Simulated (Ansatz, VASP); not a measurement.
**SiCF2 (F-SiC-F chair, 1 layer) in two plane-wave programs**

Aim: how closely do two programs agree when they are given the same cell, functional and k mesh? The structure shown is the start of the Ansatz relaxation below; VASP solves that cell, so the two are compared at the walk's first step.

Program: Ansatz 0.2.0. Level of theory: plane waves, with VASP 6.6.1 beside it; single point at PBE. Results are calculated unless marked as measured.

## 1. The structure

The cell holds 4 atoms: 2 F, 1 C and 1 Si. Its edges and angles: a = 3.086 Å, b = 3.085 Å, c = 18.633 Å, α = 90.0°, β = 90.0°, γ = 120.0°. Vacuum lies along c.

## 2. Ansatz: relaxation, PBE

Ansatz runs on its default PAW (the set named soft_2) files.

The two programs are compared at the cell with which this relaxation starts, whose forces are those of its first step.

The input, input.yaml:

```yaml
crystal:
  lattice:
    - [3.0855, 0.0, 0.0]
    - [-1.54275, 2.6721213834, 0.0]
    - [0.0, 0.0, 18.6333333333]
  atoms:
    - { symbol: F, position: [0.6666666667, 0.3333333333, 0.4025044723] }
    - { symbol: C, position: [0.6666666667, 0.3333333333, 0.473881932] }
    - { symbol: Si, position: [0.3333333333, 0.6666666667, 0.5073345259] }
    - { symbol: F, position: [0.3333333333, 0.6666666667, 0.5974955277] }
kpoints:
  mp_grid: { grid: [12, 12, 1] }
hamiltonian:
  xc: pbe
scf:
  occupations: { method: fermi_dirac, width: 0.05 }
  convergence: { dr2_threshold: 1.0e-08 }
efield:
  axis: 3
  dipole_correction: true
  ramp_position: 0.97
  ramp_width: 0.04
relax:
  f_tol: 0.01
  cell: { fix: [c, alpha, beta] }
output:
  write_potential: true
  write_density: true
  volumetric_format: npy
```

Started as:

```sh
$ ansatz run input.yaml --threads 2 --pin off --max-ram 4096MiB --backend cpu --events-out ev --progress --plain --runs-dir out
```

Numbers of over 12 decimals in the logs are rounded to 6 here.

Log:

```text
Warning: relax.cell: scf.convergence.dr2_threshold = 1e-8 eV is looser than the 4e-10 eV advised for a relaxation that steers and ends on the stress (1e-10 eV for each atom of the cell: 4). What an SCF threshold leaves in a stress goes as its square root, and in the free energy as the threshold itself, and one threshold admits the most on a small cell: [figures from the program's tests cut] Set scf.convergence.dr2_threshold to 4e-10 eV or tighter. The threshold is an SCF's pass mark: one that does not reach it within its budget of iterations ends unconverged, or closes short of it on a stop that the run arms, and scf.convergence.dr2_threshold's page says what that costs each kind of run
Engine: ansatz 0.2.0, aarch64-unknown-linux-gnu
Pseudopotentials: kind: paw
Pseudopotential: F, paw, valence charge 7, recommended cutoff 420 eV (normal), F.paw.azcp
Pseudopotential: C, paw, valence charge 4, recommended cutoff 420 eV (normal), C.paw.azcp
Pseudopotential: Si, paw, valence charge 4, recommended cutoff 420 eV (normal), Si.paw.azcp
Functional definition: PBE
  parameter kappa = 0.804
  parameter beta = 0.066725
  exchange = pbe_x(kappa = kappa, mu = beta*pi^2/3)
  correlation = pbe_c(beta = beta)
Crystal: 4 atoms, lattice volume = 153.629 Å³
Basis set: ecut = 420 eV, 2991 PW (Γ), exchange–correlation on 48×48×250 points (8 copies of the dense FFT grid, shifted against one another)
Bands: 15, of which v1, the nominal top of the filled ones, is band 11 counted from 1 (10 counted from 0)
Symmetry: 6 space group operations
Space group: P3m1 (ITA 156), of the structure as read, at distance tolerance 5.4e-5 Å
k-points: 19 of 144 (time reversal used)
Non-local potential: F, projectors of the file, l = 0: 2, l = 1: 2, l = 2: 1
Non-local potential: C, projectors of the file, l = 0: 2, l = 1: 2, l = 2: 1
Non-local potential: Si, projectors of the file, l = 0: 2, l = 1: 2, l = 2: 2
PAW form: soft (Blöchl's): semilocal exchange-correlation on the pseudo side does not see the compensation charge
PAW one-centre angular grid: F, 110 points (default); XC on 64 Gauss nodes
PAW one-centre angular grid: C, 110 points (default); XC on 64 Gauss nodes
PAW one-centre angular grid: Si, 110 points (default); XC on 64 Gauss nodes
Initial density: superposition of atomic densities (neutral atoms: chi_scale 0, normalization atom), corrected by the library's trained network
Initial wavefunctions: pseudopotential atomic-orbital guess
Functional: x = pbe(κ = 0.804, μ = 0.219515), c = pbe(β = 0.066725)
SCF iter   1: F=—  HF=-2502.925475 eV  |F-HF|=—  |Δ(HF+E_count)|=         —  Δρ=5.72e-3  dr2=1.46e-1  ethr=1.77e-3  p=-0.123 e·Å  D=-1.45e-1 V/Å  ΔV_dip=2.70 eV  dr2_dipole=2.61e-2  V_vac-E_F(+/−)=7.22/4.53 eV  ⟨swp⟩=7.8  Hψ=2046  notcnv=0
efield: sawtooth ramp at fractional position 0.9700 (set: `efield.ramp_position`, or a place that a band, a saddle search or an elastic batch's reference lends), width 0.0400; the density the first Hamiltonian is built on has a dipole p = -0.123 e·Å; the dipole correction subtracts the counter field D = -1.45e-1 V/Å, which shifts the + side's vacuum level by +2.70 eV against the − side's; the planar-averaged density in the ramp window peaks in size at 1.3e-5 e/Å³
preconditioner: auto → none  [insulator: Δε(μ)=1.747 eV  Ē_g=13.982 eV  σ=0.050 eV  W_gap=1.00  n_scr=10 (ndim 8)  ℏωp=13.4 eV  f_vac=0.673  D(μ)=0.00/eV (n_scr^D=0)  ε∞_Penn≈1.9]
SCF iter   2: F=—  HF=-2502.934882 eV  |F-HF|=—  |Δ(HF+E_count)|=   9.41e-3  Δρ=9.45e-3  dr2=2.11e-1  ethr=6.62e-4  p=-0.018 e·Å  D=-2.08e-2 V/Å  ΔV_dip=0.39 eV  dr2_dipole=3.24e-2  V_vac-E_F(+/−)=6.29/5.90 eV  ⟨swp⟩=4.3  Hψ=795  notcnv=0
SCF iter   3: F=—  HF=-2502.886079 eV  |F-HF|=—  |Δ(HF+E_count)|=   4.88e-2  Δρ=2.23e-3  dr2=4.00e-3  ethr=6.62e-4  p=-0.067 e·Å  D=-7.87e-2 V/Å  ΔV_dip=1.47 eV  dr2_dipole=4.23e-5  V_vac-E_F(+/−)=6.90/5.43 eV  ⟨swp⟩=3.4  Hψ=601  notcnv=0
SCF iter   4: F=—  HF=-2502.886471 eV  |F-HF|=—  |Δ(HF+E_count)|=   3.92e-4  Δρ=9.47e-4  dr2=9.45e-4  ethr=1.82e-5  p=-0.065 e·Å  D=-7.64e-2 V/Å  ΔV_dip=1.42 eV  dr2_dipole=1.43e-5  V_vac-E_F(+/−)=6.96/5.54 eV  ⟨swp⟩=2.3  Hψ=585  notcnv=0
SCF iter   5: F=—  HF=-2502.886595 eV  |F-HF|=—  |Δ(HF+E_count)|=   1.24e-4  Δρ=2.17e-4  dr2=3.47e-5  ethr=4.30e-6  p=-0.065 e·Å  D=-7.64e-2 V/Å  ΔV_dip=1.42 eV  dr2_dipole=3.15e-7  V_vac-E_F(+/−)=7.03/5.61 eV  ⟨swp⟩=2.5  Hψ=492  notcnv=0
SCF iter   6: F=—  HF=-2502.886466 eV  |F-HF|=—  |Δ(HF+E_count)|=   1.29e-4  Δρ=4.83e-5  dr2=1.67e-6  ethr=1.58e-7  p=-0.065 e·Å  D=-7.65e-2 V/Å  ΔV_dip=1.43 eV  dr2_dipole=4.16e-9  V_vac-E_F(+/−)=7.04/5.61 eV  ⟨swp⟩=2.1  Hψ=516  notcnv=0
[...]
SCF iter   7: F=-2503.206425 eV  HF=-2503.206425 eV  |F-HF|=1.58e-9  |Δ(HF+E_count)|=   2.60e-8  Δρ=1.58e-6  dr2=1.63e-9  ethr=4.55e-11  p=-0.004 e·Å  D=-4.50e-3 V/Å  ΔV_dip=0.08 eV  dr2_dipole=2.58e-14  V_vac-E_F(+/−)=6.57/6.48 eV  ⟨swp⟩=9.0  Hψ=1919  notcnv=0
SCF 8 converged in 7 iterations: F = -2503.206425 eV  dr2 = 1.63e-9
relax step   8: F+E_penalty+E_count = -2503.20642520 eV  Δ(F+E_penalty+E_count) = +3.888e-4 eV  max|allowed force component| = 6.304e-3 eV/Å  Δτ_max = 0.0008 Å  P = +0.032 GPa  Ω = 161.879 Å³  energy of the carried Pulay correction = -1.035e-3 eV  fix = [c, alpha, beta]  reactions: c +0.013 GPa  (7 SCF iters, accepted)
iter 1 solved again at ethr=9.20e-7 eV; its pass at ethr=3.10e-3 eV (dr2=2.02e-4 eV) is discarded
SCF iter   1: F=—  HF=-2503.207535 eV  |F-HF|=—  |Δ(HF+E_count)|=         —  Δρ=4.02e-5  dr2=3.17e-7  ethr=9.20e-7  p=-0.004 e·Å  D=-4.50e-3 V/Å  ΔV_dip=0.08 eV  dr2_dipole=1.51e-9  V_vac-E_F(+/−)=6.57/6.48 eV  ⟨swp⟩=3.4  Hψ=2914  notcnv=0
efield: sawtooth ramp at fractional position 0.9700 (set: `efield.ramp_position`, or a place that a band, a saddle search or an elastic batch's reference lends), width 0.0400; the density the first Hamiltonian is built on has a dipole p = -0.004 e·Å; the dipole correction subtracts the counter field D = -4.50e-3 V/Å, which shifts the + side's vacuum level by +0.08 eV against the − side's; the planar-averaged density in the ramp window peaks in size at 2.9e-6 e/Å³
eigensolver tolerance schedule: the retry pair's looser diagonalisation over-reported the residual by 637.32 of it (diagonalisation noise at 0.23 of the residual, at the tolerance the schedule requests for it); recorded, not acted on — ethr = c·dr2/N_el stays at c = 1.0e-1
preconditioner: auto → none  [insulator: Δε(μ)=1.951 eV  Ē_g=15.452 eV  σ=0.050 eV  W_gap=1.00  n_scr=10 (ndim 8)  ℏωp=13.7 eV  f_vac=0.680  D(μ)=0.00/eV (n_scr^D=0)  ε∞_Penn≈1.8]
SCF iter   2: F=—  HF=-2503.207402 eV  |F-HF|=—  |Δ(HF+E_count)|=   1.33e-4  Δρ=2.00e-5  dr2=2.09e-7  ethr=1.44e-9  p=-0.004 e·Å  D=-4.52e-3 V/Å  ΔV_dip=0.08 eV  dr2_dipole=3.98e-9  V_vac-E_F(+/−)=6.57/6.48 eV  ⟨swp⟩=3.3  Hψ=638  notcnv=0
SCF iter   3: F=—  HF=-2503.207430 eV  |F-HF|=—  |Δ(HF+E_count)|=   2.77e-5  Δρ=1.18e-5  dr2=3.01e-8  ethr=9.48e-10  p=-0.004 e·Å  D=-4.49e-3 V/Å  ΔV_dip=0.08 eV  dr2_dipole=1.08e-9  V_vac-E_F(+/−)=6.57/6.48 eV  ⟨swp⟩=2.4  Hψ=464  notcnv=0
SCF iter   4: F=—  HF=-2503.207452 eV  |F-HF|=—  |Δ(HF+E_count)|=   2.19e-5  Δρ=5.14e-6  dr2=1.96e-8  ethr=4.55e-11  p=-0.004 e·Å  D=-4.51e-3 V/Å  ΔV_dip=0.08 eV  dr2_dipole=2.02e-9  V_vac-E_F(+/−)=6.57/6.48 eV  ⟨swp⟩=14.1  Hψ=2440  notcnv=0
SCF iter   5: F=-2503.207460 eV  HF=-2503.207459 eV  |F-HF|=1.24e-6  |Δ(HF+E_count)|=   6.66e-6  Δρ=1.51e-6  dr2=2.26e-9  ethr=4.55e-11  p=-0.004 e·Å  D=-4.49e-3 V/Å  ΔV_dip=0.08 eV  dr2_dipole=3.50e-10  V_vac-E_F(+/−)=6.57/6.48 eV  ⟨swp⟩=9.7  Hψ=2195  notcnv=0
SCF 9 converged in 5 iterations: F = -2503.207460 eV  dr2 = 2.26e-9
relax step   9: F+E_penalty+E_count = -2503.20745978 eV  Δ(F+E_penalty+E_count) = -1.035e-3 eV  max|allowed force component| = 6.389e-3 eV/Å  Δτ_max = 0.0000 Å  P = +0.037 GPa  Ω = 161.879 Å³  fix = [c, alpha, beta]  reactions: c +0.012 GPa  stress off target by 4.96e-2 GPa on what of the cell is left free  SCF on the basis re-selected at this cell (its energy is not comparable with the rows above)  (5 SCF iters)
basis re-selected at this cell: Δ(F+E_penalty+E_count) = -1.035e-3 eV, ΔP = +0.005 GPa vs the last step (what re-selecting the basis moved, of the pressure what is left beyond the Pulay correction that the steps carried, after the strain that the cell walked since its last selection, with what the two solves' SCF thresholds leave and, on support functions, any second-order correction that the steps lacked; it is no m [...]
WARN: The output density's exchange-correlation potential varies sharply where the density is thin. Do not read a vacuum level from v_tot or v_xc, or from such a field of the output density. On a cell that repeats whose density bears no net charge and no dipole along the vacuum's axis use v_es (v_loc + v_h of the components); under efield.dipole_correction with no amplitude use v_es + v_field, which holds any externa [...]
SCF converged after 5 iterations
Free energy (F): -2503.207460 eV
Harris-Foulkes:  -2503.207459 eV  (|F-HF|=1.24e-6)
Internal energy: -2503.207460 eV  (E = F + TS)
E sigma→0 (E₀):  -2503.207460 eV
Fermi energy:    -3.087363 eV
Dipole field:    D = -0.004518 V/Å  (p = -0.004042 e·Å, saw-weighted, corrected)
Work function:   Φ+ = 6.5666 eV   Φ− = 6.4823 eV
Levels:          The Fermi level and band energies are counted from a zero that moves with the ramp; work functions are not
--- Per-component energies (eV) ---
  E_band       = -282.938156
  E_kinetic    = 544.437191
  E_local      = -9593.649025  (includes V_loc(G=0)·N_el)
  E_nonlocal   = 198.015878
  E_hartree    = 4509.575536
  E_xc         = -262.490740
  E_vxc        = -310.395867  (∫ρ·V_xc dr)
  E_paw        = -1012.432089  (= ΣΔE_a)
  E_vpaw       = -140.513031  (= ΣTr[D̂ρ^β])
  E_aug_tail   = 0.004124  (compensation charges beyond the density's cutoff)
  E_efield     = 0.000009  (sawtooth field / dipole correction)
  E_vefield    = 0.010983  (∫n·V_field dr)
  E_ewald      = 3113.331655
  E_smearing   = -0.000000  (= −TS)
  E_closure    = 0.000000  (closes the sum)
  Σ components = -2503.207460   (vs F -2503.207460, Δ=0.00e0)
--- Forces (eV/Å), atoms counted from 1 ---
  atom   1  F     -0.00000000     0.00000000    -0.00637002
  atom   2  C      0.00000000    -0.00000000     0.00329140
  atom   3  Si     0.00000000     0.00000000     0.00167940
  atom   4  F      0.00000000     0.00000000     0.00147332
  max |Σ_I F_I| component: 7.41e-5 eV/Å
--- Stress (GPa, compression-positive) ---
        0.049564       0.000000       0.000000
        0.000000       0.049564       0.000000
        0.000000       0.000000       0.012347
  P = ⅓ Tr σ = 0.0372 GPa (0.372 kbar)
--- Band table (eV; the first three rows and the last of 19) ---
  k-point 0: bands = [... 7 lower, -8.1075, -8.1075, -4.0883, -4.0883, -2.1377, 1.5910, 3.0179, 3.2380]
  k-point 1: bands = [... 7 lower, -8.1476, -8.1179, -4.4842, -4.1851, -1.8800, 1.8132, 2.9899, 3.1981]
  k-point 2: bands = [... 7 lower, -8.2542, -8.1496, -5.2923, -4.4183, -1.3653, 1.9237, 2.9806, 3.6966]
  k-point 18: bands = [... 7 lower, -8.8749, -8.2650, -6.9275, -6.5156, 2.1971, 3.0585, 3.5013, 4.9478]
--- Relaxed structure (7 steps of the walk, 7 accepted, 2 SCFs on fresh bases) ---
  F+E_penalty+E_count = -2503.20745978 eV   max|allowed force component| = 6.389e-3 eV/Å   (the final SCF, on the basis selected at the relaxed cell)
  cell:  # Å, volume = 161.8790 Å³
    - [3.167267, 0.0, 0]
    - [-1.583633, 2.742934, 0]
    - [0, 0, 18.6333333333]
  atoms:
    - { symbol: F, position: [0.666667, 0.333333, 0.400803] }
    - { symbol: C, position: [0.666667, 0.333333, 0.477785] }
    - { symbol: Si, position: [0.333333, 0.666667, 0.508310] }
    - { symbol: F, position: [0.333333, 0.666667, 0.594319] }
```

The column dr2 measures how far the density is from self-consistency, as an energy; F and HF (Harris–Foulkes) agree once it is small.

(Continued in part 2 of 2.)

[Lines on the potential files, build, host, timing and source positions are cut from VASP's logs without a mark.]

[Logs are printed without paths, hosts, clocks, repeated set-up lines and the standing remarks that a program may print on its own settings, such as how far it seeks lower states.]

[Hosts, paths, dates, database ids (printed as entryN), source tags and the programs' standing remarks are cut or masked in the printed files.]
